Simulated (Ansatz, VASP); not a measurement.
# SiGe: VASP beside Ansatz

One calculation is typed for both programs; each brings its own data sets. How far apart do they land? The cell is generated by rule, not measured, and may not be a known phase. The cell is taken from a series of runs on this material, whose earlier steps may have relaxed, scaled, displaced or heated it; both programs get it as it stands. Other levels of theory on this material are compared in a session of their own.

Program: Ansatz 0.2.0. Level of theory: plane waves, with VASP 6.6.1 beside it; zone-centre phonons at LDA. Results are calculated unless marked as measured.

The structure was built from a prototype and need not be the compound's stable phase.

## 1. Set-up

Symmetry: P4/mmm, No. 123, tetragonal system. Conventional cell: a = 3.635 Å, b = 3.635 Å, c = 2.571 Å, α = 90.00°, β = 90.00°, γ = 90.00°. Nearest to Ge lie 4 Si at 2.57 Å and 2 Ge at 2.57 Å. Si has 4 Ge at 2.57 Å and 2 Si at 2.57 Å nearest. Farther neighbours are not listed.

## 2. Ansatz: zone-centre phonons, LDA

Ansatz runs on its default PAW (the set named soft_2) files.

Second derivatives magnify differences that forces hide, and they need a tight electronic threshold.

Contents of input.yaml:

```yaml
crystal:
  lattice:
    - [3.6345812279, 0.0, 0.0]
    - [0.0, 3.6345812279, 0.0]
    - [0.0, 0.0, 2.5708877125]
  atoms:
    - { symbol: Ge, position: [0.0, 0.0, 0.0] }
    - { symbol: Si, position: [0.5, 0.5, 0.0] }
kpoints:
  mp_grid: { grid: [10, 10, 14] }
hamiltonian:
  xc: lda
scf:
  occupations: { method: methfessel_paxton, width: 0.15 }
output:
  eigenvalues: true
phonons:
  method: dfpt
```

Started as:

```
> ansatz run input.yaml --threads 4 --pin off --max-ram 7168MiB --backend cpu --events-out ev --progress --plain --runs-dir out
```

Numbers of over 12 decimals in the logs are rounded to 6 here.

What it wrote:

```text
zone centre: on kpoints.mp_grid the ground state, and the responses unless they are solved on pairs of k-points, stand on 288 of the mesh's 1400 k-points, reduced under 8 symmetry operations, with k and −k counted as one. Each operation leaves every solved displacement unchanged or reverses it
Engine: ansatz 0.2.0, aarch64-unknown-linux-gnu
Pseudopotentials: kind: paw
Pseudopotential: Ge, paw, valence charge 14, recommended cutoff 420 eV (normal), Ge.paw.azcp
Pseudopotential: Si, paw, valence charge 4, recommended cutoff 420 eV (normal), Si.paw.azcp
Functional definition: SPW92
  exchange = slater_x
  correlation = pw_c
Crystal: 2 atoms, lattice volume = 33.962 Å³
Basis set: ecut = 420 eV, 657 PW (Γ), exchange–correlation on 50×50×36 points (8 copies of the dense FFT grid, shifted against one another)
Bands: 13, of which v1, the nominal top of the filled ones, is band 9 counted from 1 (8 counted from 0)
Symmetry: 16 space group operations
k-points: 288 of 1400 (irreducible under 8 space group operations)
Non-local potential: Ge, projectors of the file, l = 0: 2, l = 1: 2, l = 2: 3, l = 3: 1
Non-local potential: Si, projectors of the file, l = 0: 2, l = 1: 2, l = 2: 2
PAW form: soft (Blöchl's): semilocal exchange-correlation on the pseudo side does not see the compensation charge
PAW frozen core: Ge, regenerated for the run's functional, and the local potential with it (the file was generated under x = pbe(κ = 0.804, μ = 0.219515), c = pbe(β = 0.066725))
PAW frozen core: Si, regenerated for the run's functional, and the local potential with it (the file was generated under x = pbe(κ = 0.804, μ = 0.219515), c = pbe(β = 0.066725))
PAW one-centre angular grid: Ge, 590 points (default); XC on 64 Gauss nodes
PAW one-centre angular grid: Si, 110 points (default); XC on 64 Gauss nodes
Initial density: superposition of atomic densities (neutral atoms: chi_scale 0, normalization atom), corrected by the library's trained network
Initial wavefunctions: pseudopotential atomic-orbital guess
Functional: x = slater, c = lda
SCF iter   1: F=—  HF=-4823.839342 eV  |F-HF|=—  |Δ(HF+E_count)|=         —  Δρ=5.95e-3  dr2=7.38e-3  ethr=1.77e-3  ⟨swp⟩=5.0  Hψ=21030  notcnv=0
preconditioner: auto → Kerker (q_TF=auto, 2.454 Å⁻¹)  [metal: Δε(μ)=0.025 eV  Ē_g=20.733 eV  σ=0.150 eV  W_gap=0.14  n_scr=10 (ndim 8)  ℏωp=27.0 eV  f_vac=0.000  D(μ)=0.84/eV (n_scr^D=4)]
SCF iter   2: F=—  HF=-4823.837223 eV  |F-HF|=—  |Δ(HF+E_count)|=   2.12e-3  S|Δr|=    0.00e0  Δρ=3.25e-3  dr2=2.55e-3  ethr=4.10e-5  ⟨swp⟩=1.1  Hψ=6270  notcnv=0
SCF iter   3: F=—  HF=-4823.836545 eV  |F-HF|=—  |Δ(HF+E_count)|=   6.78e-4  S|Δr|=    0.00e0  Δρ=4.94e-4  dr2=5.56e-5  ethr=1.41e-5  ⟨swp⟩=2.0  Hψ=4305  notcnv=0
SCF iter   4: F=—  HF=-4823.836494 eV  |F-HF|=—  |Δ(HF+E_count)|=   5.16e-5  S|Δr|=    0.00e0  Δρ=2.07e-4  dr2=1.12e-5  ethr=3.09e-7  ⟨swp⟩=2.1  Hψ=5805  notcnv=0
SCF iter   5: F=—  HF=-4823.836489 eV  |F-HF|=—  |Δ(HF+E_count)|=   4.19e-6  S|Δr|=    0.00e0  Δρ=4.13e-5  dr2=6.44e-7  ethr=6.20e-8  ⟨swp⟩=2.0  Hψ=6325  notcnv=0
SCF iter   6: F=—  HF=-4823.836489 eV  |F-HF|=—  |Δ(HF+E_count)|=   6.51e-7  S|Δr|=    0.00e0  Δρ=1.09e-5  dr2=3.83e-8  ethr=3.58e-9  ⟨swp⟩=2.1  Hψ=6182  notcnv=0
SCF iter   7: F=—  HF=-4823.836489 eV  |F-HF|=—  |Δ(HF+E_count)|=   7.13e-9  S|Δr|=    0.00e0  Δρ=1.56e-6  dr2=8.36e-10  ethr=2.13e-10  ⟨swp⟩=2.8  Hψ=6388  notcnv=0
SCF iter   8: F=—  HF=-4823.836489 eV  |F-HF|=—  |Δ(HF+E_count)|=  4.55e-12  S|Δr|=    0.00e0  Δρ=5.48e-7  dr2=1.24e-10  ethr=4.64e-12  ⟨swp⟩=2.1  Hψ=5436  notcnv=0
SCF iter   9: F=-4823.836489 eV  HF=-4823.836489 eV  |F-HF|=1.82e-12  |Δ(HF+E_count)|=  5.46e-11  S|Δr|=    0.00e0  Δρ=1.02e-7  dr2=4.64e-12  ethr=1.00e-12  ⟨swp⟩=4.0  Hψ=17197  notcnv=0
SCF 1 converged in 9 iterations: F = -4823.836489 eV  dr2 = 4.64e-12
  greatest PAW one-centre occupation: 0.998 electrons in one spin orbital (limit 2), on the Ge atom at site 0 (counted from 0), in its partial waves of l = 2
DFPT response loops at Γ: preconditioner auto → Kerker (q_TF=auto, 2.454 Å⁻¹) (partly filled bands, converged f_vac=0.000); β = 1.00, the filter's whole step (`scf.mixing.beta` (0.50) is not read by the response loops under this deck's `scf.mixing.preconditioner`; to damp them name `kerker` or `kerker_dos`, under which they read `scf.mixing.beta`, and type it under 1.00, their step now; both keys bind the ground state too); Broyden in place of MSR1
SCF converged after 9 iterations
Stability not checked: this state was not tested for a lower state beside it, because cold or Methfessel-Paxton smearing, or corrected tetrahedra, fill the levels in a way that the test cannot read (fill_not_monotonic; see scf.lower_state_search)
Free energy (F): -4823.836489 eV
Harris-Foulkes:  -4823.836489 eV  (|F-HF|=1.82e-12)
Internal energy: -4823.836599 eV  (E = F + TS)
E sigma→0 (E₀):  -4823.836516 eV
Entropy (-TS):   0.000110 eV (0.055 meV/atom)
Fermi energy:    10.071844 eV
--- Per-component energies (eV) ---
  E_band       = -107.617887
  E_kinetic    = 153.086677
  E_local      = -2471.472760  (includes V_loc(G=0)·N_el)
  E_nonlocal   = 447.166754
  E_hartree    = 1097.134500
  E_xc         = -131.239045
  E_vxc        = -113.777363  (∫ρ·V_xc dr)
  E_paw        = -2425.594473  (= ΣΔE_a)
  E_vpaw       = -316.890309  (= ΣTr[D̂ρ^β])
  E_aug_tail   = 0.000240  (compensation charges beyond the density's cutoff)
  E_ewald      = -1494.911149
  E_core_change = 1.992657  (= ΣΔE_core)
  E_smearing   = 0.000110  (= −TS)
  E_closure    = -0.000000  (closes the sum)
  Σ components = -4823.836489   (vs F -4823.836489, Δ=0.00e0)
--- Band table (eV; the first three rows and the last of 288) ---
  k-point 0: bands = [... 5 lower, -3.4164, 5.8689, 7.1811, 7.1811, 12.3133, 17.3799, 17.4100, 17.4100]
  k-point 1: bands = [... 5 lower, -3.3052, 5.9741, 7.2838, 7.2838, 12.4184, 15.4495, 17.5113, 17.5113]
  k-point 2: bands = [... 5 lower, -2.9720, 6.2890, 7.5882, 7.5882, 12.7323, 12.9552, 17.8115, 17.8115]
  k-point 287: bands = [... 5 lower, 5.1408, 6.5478, 7.1698, 7.1765, 7.1765, 7.1934, 12.2954, 12.2954]
--- Phonons (Γ-DFPT): 4 representative perturbations + reference, on 288 of 1400 k-points (Σ response iterations 12) ---
  k mesh reduced under 8 symmetry operations, with k and −k counted as one. Each operation leaves every solved displacement unchanged or reverses it
  ASR residual: 6.375e-5 → 0.000e0 eV/Å²; symmetrization residual: 1.163e-5 eV/Å²
  ASR residual per site (eV/Å²): 6.38e-5 1.95e-5
  Γ frequencies (cm⁻¹): 0.00 0.00 0.00 104.99 231.20 231.20
  non-analytic LO–TO correction: not included (Born effective charges unavailable; polar crystals: no LO–TO splitting at Γ)
```

Reading the cycles: dr2 is the Hartree energy of the density residual (eV), the measure of convergence; HF is the Harris–Foulkes estimate of the energy, which meets the free energy F at convergence.

[end of part 1 of 2]

[Lines on the potential files, build, host, timing and source positions are cut from VASP's logs without a mark.]

[Logs are printed without paths, hosts, clocks, repeated set-up lines and the standing remarks that a program may print on its own settings, such as how far it seeks lower states.]

[Hosts, paths, dates, database ids (printed as entryN), source tags and the programs' standing remarks are cut or masked in the printed files.]
